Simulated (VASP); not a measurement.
# B5W2 (R-3m) in VASP: single point with r2SCAN

Aim: the single point of B5W2 with r2SCAN.

All numbers are computed with VASP 6.6.1; they aren't measurements. Logs are shortened: lines on timing, memory, paths and dates and some standing lists are left out, and cuts for length are marked.

## Step 1: Starting point

It takes space group R-3m (No. 166, trigonal). The conventional cell has a = 3.048 Å, b = 3.048 Å, c = 21.190 Å, α = 90.00°, β = 90.00°, γ = 120.00°. B (site symmetry 3m) is surrounded by 6 B at 1.81 to 1.94 Å. B (site symmetry 3m) has 3 B at 1.76 Å as nearest neighbours. Around B (site symmetry -3m) lie 6 B at 1.81 Å. W (site symmetry 3m) has 13 B at 2.33 to 2.62 Å as nearest neighbours.

## Step 2: Single point, r2SCAN

POSCAR reads:

```
B5W2
1.0
    1.5241697700      0.8799789800      7.0631879700
   -1.5241697700      0.8799789800      7.0631879700
    0.0000000000     -1.7599579700      7.0631879700
B W
5 2
Direct
    0.1860000000      0.1860000000      0.1860000000
    0.8140000000      0.8140000000      0.8140000000
    0.3330000000      0.3330000000      0.3330000000
    0.6670000000      0.6670000000      0.6670000000
    0.5000000000      0.5000000000      0.5000000000
    0.0750000000      0.0750000000      0.0750000000
    0.9250000000      0.9250000000      0.9250000000
```

INCAR.step1 reads:

```
PREC = Accurate ; ENCUT = 520
ISMEAR = -1 ; SIGMA = 0.1
LREAL = F ; LASPH = T
NELM = 100 ; NBANDS = 30
GGA = PE ; ALGO = Normal
EDIFF = 1E-4 ; LWAVE = T
LCHARG = F
```

INCAR.step2 reads:

```
PREC = Accurate ; ENCUT = 520
EDIFF = 1E-6 ; ISMEAR = -1
SIGMA = 0.1 ; LREAL = F
LASPH = T ; NELM = 100
ALGO = Normal ; ISIF = 2
LWAVE = F ; LCHARG = F
METAGGA = R2SCAN ; LMIXTAU = T
NBANDS = 30 ; ISTART = 1
```

KPOINTS reads:

```
Automatic mesh
0
Gamma
  8 8 8
```

Potentials or basis: VASP PAW PBE potentials, release 64 (B, W_sv).

Run with:

```console
$ cat potpaw_PBE.64/B/POTCAR potpaw_PBE.64/W_sv/POTCAR > POTCAR
$ cp INCAR.step1 INCAR
$ mpirun -np 1 vasp_std > vasp.out
$ cp INCAR.step2 INCAR
$ mpirun -np 1 vasp_std > vasp.out
```

OUTCAR:

```text
PREC = Accurate
   ENCUT = 520
   EDIFF = 1E-6
   ISMEAR = -1
   LREAL = F
   LASPH = T
   NELM = 100
   ISIF = 2
   METAGGA = R2SCAN
   ISTART = 1

 ion  position               nearest neighbor table
   1  0.186  0.186  0.186-   5 1.81   5 1.81   5 1.81   2 1.94   2 1.94   2 1.94   7 2.33   7 2.33
                             7 2.33   6 2.35
   2  0.814  0.814  0.814-   5 1.81   5 1.81   5 1.81   1 1.94   1 1.94   1 1.94   6 2.33   6 2.33
                             6 2.33   7 2.35
   3  0.333  0.333  0.333-   4 1.76   4 1.76   4 1.76   7 2.37   7 2.37   7 2.37   6 2.38   6 2.38
                             6 2.38
   4  0.667  0.667  0.667-   3 1.76   3 1.76   3 1.76   6 2.37   6 2.37   6 2.37   7 2.38   7 2.38
                             7 2.38
   5  0.500  0.500  0.500-   1 1.81   2 1.81   1 1.81   1 1.81   2 1.81   2 1.81   6 2.62   7 2.62
                             6 2.62   7 2.62   6 2.62   7 2.62
   6  0.075  0.075  0.075-   2 2.33   2 2.33   2 2.33   1 2.35   4 2.37   4 2.37   4 2.37   3 2.38
                             3 2.38   3 2.38   5 2.62   5 2.62   5 2.62   7 3.18
   7  0.925  0.925  0.925-   1 2.33   1 2.33   1 2.33   2 2.35   3 2.37   3 2.37   3 2.37   4 2.38
                             4 2.38   4 2.38   5 2.62   5 2.62   5 2.62   6 3.18

  LATTYP: Found a trigonal (rhomboedric) cell.
 ALAT       =     7.2791538514
 COS(alpha) =     0.9123130659

  Lattice vectors:

 A1 = (   1.5241697700,   0.8799789800,   7.0631879700)
 A2 = (  -1.5241697700,   0.8799789800,   7.0631879700)
 A3 = (   0.0000000000,  -1.7599579700,   7.0631879700)

Analysis of symmetry for initial positions (statically):
=====================================================================
 Subroutine PRICEL returns:
 Original cell was already a primitive cell.

 Routine SETGRP: Setting up the symmetry group for a
 trigonal (rhombohedral) supercell.

 Subroutine GETGRP returns: Found 12 space group operations
 (whereof 12 operations were pure point group operations)
 out of a pool of 12 trial point group operations.

The static configuration has the point symmetry D_3d.

Analysis of symmetry for dynamics (positions and initial velocities):
=====================================================================
 Subroutine PRICEL returns:
 Original cell was already a primitive cell.

 Routine SETGRP: Setting up the symmetry group for a
 trigonal (rhombohedral) supercell.

 Subroutine GETGRP returns: Found 12 space group operations
 (whereof 12 operations were pure point group operations)
 out of a pool of 12 trial point group operations.

The dynamic configuration has the point symmetry D_3d.

 Subroutine INISYM returns: Found 12 space group operations
 (whereof 12 operations are pure point group operations),
 and found     1 'primitive' translations

----------------------------------------------------------------------------------------

                                     Primitive cell

  volume of cell :      56.8405

  direct lattice vectors                    reciprocal lattice vectors
     1.524169770  0.879978980  7.063187970     0.328047446  0.189398463  0.047193043
    -1.524169770  0.879978980  7.063187970    -0.328047446  0.189398463  0.047193043
     0.000000000 -1.759957970  7.063187970     0.000000000 -0.378796925  0.047193043

  length of vectors
     7.279153851  7.279153851  7.279153547     0.381725147  0.381725147  0.381725417

  position of ions in fractional coordinates (direct lattice)
     0.186000000  0.186000000  0.186000000
     0.814000000  0.814000000  0.814000000
     0.333000000  0.333000000  0.333000000
     0.667000000  0.667000000  0.667000000
     0.500000000  0.500000000  0.500000000
     0.075000000  0.075000000  0.075000000
     0.925000000  0.925000000  0.925000000

  ion indices of the primitive-cell ions
   primitive index   ion index
                 1           1
                 2           2
                 3           3
                 4           4
                 5           5
                 6           6
                 7           7

----------------------------------------------------------------------------------------

 KPOINTS: Automatic mesh

Automatic generation of k-mesh.
 Grid dimensions read from file:
 generate k-points for:    8    8    8

 Generating k-lattice:

  Cartesian coordinates                     Fractional coordinates (reciprocal lattice)
     0.041005931  0.023674808  0.005899130     0.125000000  0.000000000  0.000000000
    -0.041005931  0.023674808  0.005899130     0.000000000  0.125000000  0.000000000
     0.000000000 -0.047349616  0.005899130    -0.000000000 -0.000000000  0.125000000

  Length of vectors
     0.047715643  0.047715643  0.047715677

  Shift w.r.t. Gamma in fractional coordinates (k-lattice)
     0.000000000  0.000000000  0.000000000

 Subroutine IBZKPT returns following result:
 ===========================================

 Found     65 irreducible k-points:

 Following reciprocal coordinates:
            Coordinates               Weight
  0.000000  0.000000  0.000000      1.000000
  0.125000  0.000000  0.000000      6.000000
  0.250000  0.000000  0.000000      6.000000
  0.375000  0.000000 -0.000000      6.000000
  0.500000  0.000000  0.000000      3.000000
  0.125000  0.125000  0.000000      6.000000
[... 16 lines left out ...]
  0.250000  0.125000  0.125000      6.000000
  0.375000  0.125000  0.125000      6.000000
 [... further k-points ...]
   k-points           NKPTS =     65   k-points in BZ     NKDIM =     65   number of bands    NBANDS=     30
   number of dos      NEDOS =    301   number of ions     NIONS =      7
   total plane-waves  NPLWV = 157464
   dimension x,y,z NGX =    54 NGY =   54 NGZ =   54
   dimension x,y,z NGXF=   108 NGYF=  108 NGZF=  108
   ions per type =               5   2
   NGX,Y,Z   is equivalent  to a cutoff of  12.33, 12.33, 12.33 a.u.
   NGXF,Y,Z  is equivalent  to a cutoff of  24.67, 24.67, 24.67 a.u.
 SYSTEM =  unknown system
   PREC   = accura    normal or accurate (medium, high low for compatibility)
   ISTART =      1    job   : 0-new  1-cont  2-samecut
   ICHARG =      0    charge: 1-file 2-atom 10-const
   ISPIN  =      1    spin polarized calculation?
   LNONCOLLINEAR =      F non collinear calculations
   LSORBIT =      F    spin-orbit coupling
   LASPH  =      T    aspherical Exc in radial PAW
   ENCUT  =  520.0 eV  38.22 Ry    6.18 a.u.  13.53 13.53 13.53*2*pi/ulx,y,z
   NELM   =    100;   NELMIN=  2; NELMDL=  0     # of ELM steps
   EDIFF  = 0.1E-05   stopping-criterion for ELM
   LREAL  =      F    real-space projection
   EDIFFG = 0.1E-04   stopping-criterion for IOM
   NSW    =      0    number of steps for IOM
   IBRION =     -1    ionic relax: 0-MD 1-quasi-New 2-CG
   NFREE  =      0    steps in history (QN), initial steepest desc. (CG)
   ISIF   =      2    stress and relaxation
   ISYM   =      2    0-nonsym 1-usesym 2-fastsym
   POTIM  = 0.5000    time-step for ionic-motion
   TEBEG  =    0.0;   TEEND  =   0.0 temperature during run
   PSTRESS=    0.0 pullay stress
   NELECT =      43.0000    total number of electrons
   NUPDOWN=      -1.0000    fix difference up-down
   EMIN   =  10.00;   EMAX   =-10.00  energy-range for DOS
   EFERMI =   0.00;   METHOD = LEGACY
   ISMEAR =    -1;   SIGMA  =   0.10  broadening in eV -4-tet -1-fermi 0-gaus
   EFERMI_NEDOS =   21; number of points for ismear=-14 and -15
   IALGO  =     38    algorithm
   IMIX   =      4    mixing-type and parameters
     AMIX     =   0.40;   BMIX     =  1.00
     AMIX_MAG =   1.60;   BMIX_MAG =  1.00
  volume/ion in A,a.u.               =       8.12        54.80
  Fermi-wavevector in a.u.,A,eV,Ry     =   1.491689  2.818884 30.274834  2.225138
  Thomas-Fermi vector in A             =   2.604313
   LORBIT       =      0    0 simple, 1 ext, 2 COOP (PROOUT), +10 PAW based schemes
   METAGGA = R2SCAN    functional components
   LHFCALC =     F    Hartree Fock is set to
   AEXX    =    0.0000 exact exchange contribution
   IVDW    =     0    specifies the selected vdW correction
   LEPSILON=     F    determine dielectric tensor
   LRPA    =     F    only Hartree local field effects (RPA)
 non-spin polarized calculation
  energy-cutoff  :      520.00
  volume of cell :       56.84
 maximum number of plane-waves:      1546
   NGX = 27   NGY = 27   NGZ = 27

 number of electron      42.9999999 magnetization

 Free energy of the ion-electron system (eV)
  ---------------------------------------------------
  ext. energy  EPLUGINS =         0.00000000
  ---------------------------------------------------
  free energy    TOTEN  =      -137.21381223 eV

  energy without entropy =     -137.14066323  energy(sigma->0) =     -137.17723773

 E-fermi :  12.6556     XC(G=0): -14.8719

 val. band max:       12.6515884742   @ k =   0.2500   0.1250  -0.0000
 cond. band min:      12.6687115807   @ k =  -0.1250   0.5000   0.1250
 fundamental gap:      0.0171231065
 Fermi energy:        12.6556221080

 k-point     1 :       0.0000    0.0000    0.0000
  band No.  band energies     occupation
      1     -64.4415      2.00000
      2     -64.4359      2.00000
      3     -28.4130      2.00000
      4     -28.2384      2.00000
      5     -27.8214      2.00000
      6     -27.8214      2.00000
[... 22 lines left out ...]
     29      15.2125      0.00000
     30      16.8949      0.00000

 k-point     2 :       0.1250    0.0000    0.0000
  band No.  band energies     occupation
      1     -64.4363      2.00000
      2     -64.4308      2.00000
      3     -28.3960      2.00000
      4     -28.2256      2.00000
      5     -27.9059      2.00000
      6     -27.8913      2.00000
[... 22 lines left out ...]
     29      15.4838      0.00000
     30      17.7660      0.00000

 k-point     3 :       0.2500    0.0000    0.0000
  band No.  band energies     occupation
      1     -64.4237      2.00000
      2     -64.4183      2.00000
      3     -28.3547      2.00000
      4     -28.1944      2.00000
      5     -28.1054      2.00000
      6     -28.0862      2.00000
[... 22 lines left out ...]
     29      16.4152      0.00000
     30      17.5899      0.00000

 k-point     4 :       0.3750    0.0000   -0.0000
  band No.  band energies     occupation
      1     -64.4112      2.00000
      2     -64.4058      2.00000
      3     -28.3139      2.00000
      4     -28.2985      2.00000
      5     -28.2753      2.00000
      6     -28.1631      2.00000
[... 22 lines left out ...]
     29      18.3750      0.00000
     30      18.9035      0.00000

 k-point     5 :       0.5000    0.0000    0.0000
  band No.  band energies     occupation
      1     -64.4060      2.00000
      2     -64.4007      2.00000
      3     -28.3778      2.00000
      4     -28.3530      2.00000
      5     -28.2950      2.00000
      6     -28.1502      2.00000
[... 22 lines left out ...]
     29      17.7938      0.00000
     30      18.3782      0.00000
[... 526 lines left out ...]
     29      17.8178      0.00000
     30      18.2508      0.00000

 k-point    22 :       0.1250    0.1250    0.1250
  band No.  band energies     occupation
      1     -64.4415      2.00000
      2     -64.4360      2.00000
      3     -28.4101      2.00000
      4     -28.2414      2.00000
      5     -27.8215      2.00000
      6     -27.8215      2.00000
[... 22 lines left out ...]
     29      14.9373      0.00000
     30      16.8836      0.00000

 k-point    23 :       0.2500    0.1250    0.1250
  band No.  band energies     occupation
      1     -64.4362      2.00000
      2     -64.4308      2.00000
      3     -28.3917      2.00000
      4     -28.2300      2.00000
      5     -27.9062      2.00000
      6     -27.8909      2.00000
[... 22 lines left out ...]
     29      15.8843      0.00000
     30      17.8458      0.00000

 k-point    24 :       0.3750    0.1250    0.1250
  band No.  band energies     occupation
      1     -64.4237      2.00000
      2     -64.4184      2.00000
      3     -28.3504      2.00000
      4     -28.1990      2.00000
      5     -28.1056      2.00000
      6     -28.0858      2.00000
[... 22 lines left out ...]
     29      16.8088      0.00000
     30      17.8199      0.00000

 [... further k-points ...]
[... 5 lines left out ...]
  --------------------------------------------------------------------------------------
  -------------------------------------------------------------------------------------
  Total        4.0640153      4.0640075      2.5393875      0.0000000     -0.0000000      0.0000000
  in kB      114.5534721    114.5532524     71.5783855      0.0000000     -0.0000000      0.0000000
  external PRESSURE =     100.2283700 kB  Pullay stress =       0.0000000 kB

 VOLUME and BASIS-vectors are now :
 -----------------------------------------------------------------------------
  energy-cutoff  :      520.00
  volume of cell :       56.84
      direct lattice vectors                 reciprocal lattice vectors
     1.524169770  0.879978980  7.063187970     0.328047446  0.189398463  0.047193043
    -1.524169770  0.879978980  7.063187970    -0.328047446  0.189398463  0.047193043
     0.000000000 -1.759957970  7.063187970     0.000000000 -0.378796925  0.047193043

 POSITION                                       TOTAL-FORCE (eV/Angst)
 -----------------------------------------------------------------------------------
      0.00000     -0.00000      3.94126         0.000000      0.000000     -0.389711
      0.00000     -0.00000     17.24831         0.000000     -0.000000      0.389711
      0.00000     -0.00000      7.05612         0.000000      0.000000     -0.412286
      0.00000     -0.00000     14.13344         0.000000     -0.000000      0.412286
      0.00000     -0.00000     10.59478         0.000000      0.000000     -0.000000
      0.00000     -0.00000      1.58922         0.000000     -0.000000      0.520887
      0.00000     -0.00000     19.60035         0.000000      0.000000     -0.520887
 -----------------------------------------------------------------------------------
    total drift:                                0.000000      0.000000      0.000000

  FREE ENERGIE OF THE ION-ELECTRON SYSTEM (eV)
  ---------------------------------------------------
  free  energy   TOTEN  =      -137.2138122346 eV

  energy  without entropy=     -137.1406632254  energy(sigma->0) =     -137.17723773
```

Run time: 21 min. Hardware: 1 thread of Intel Xeon Platinum 8488C (Sapphire Rapids), shared host; peak memory 0.49 GiB.

Results:

```
Free energy            : -137.2138 eV
Pressure               : 10.0 GPa
Largest force          : 0.521 eV/Å
Band gap on the k mesh : none (metal or under the smearing width)
```

Forces on the atoms (eV/Å):
```
B    0.000  0.000 -0.390
B    0.000  0.000  0.390
B    0.000  0.000 -0.412
B    0.000  0.000  0.412
B    0.000  0.000  0.000
W    0.000  0.000  0.521
W    0.000  0.000 -0.521
```

Stress tensor (GPa, compression positive):
```
11.46  0.00  0.00
 0.00 11.46  0.00
 0.00  0.00  7.16
```

Levels at points of the mesh, in eV from the Fermi level:
```csv
k point,band 18,band 19,band 20,band 21,band 22,band 23,band 24,band 25
"(0.00, 0.00, 0.00)",-3.73,-3.73,-2.45,-2.45,-1.94,-0.83,-0.83,0.65
"(0.50, 0.00, 0.00)",-5.55,-4.83,-1.49,0.32,0.69,1.00,1.91,2.25
"(0.50, 0.50, 0.00)",-6.03,-5.07,-1.67,0.15,0.62,1.93,1.98,2.15
"(0.50, 0.50, 0.50)",-3.52,-3.52,-2.61,-2.36,-2.36,-0.27,-0.27,-0.05
```

Caveat: the PAW data sets were made with another functional, which shifts forces and pressure a little.
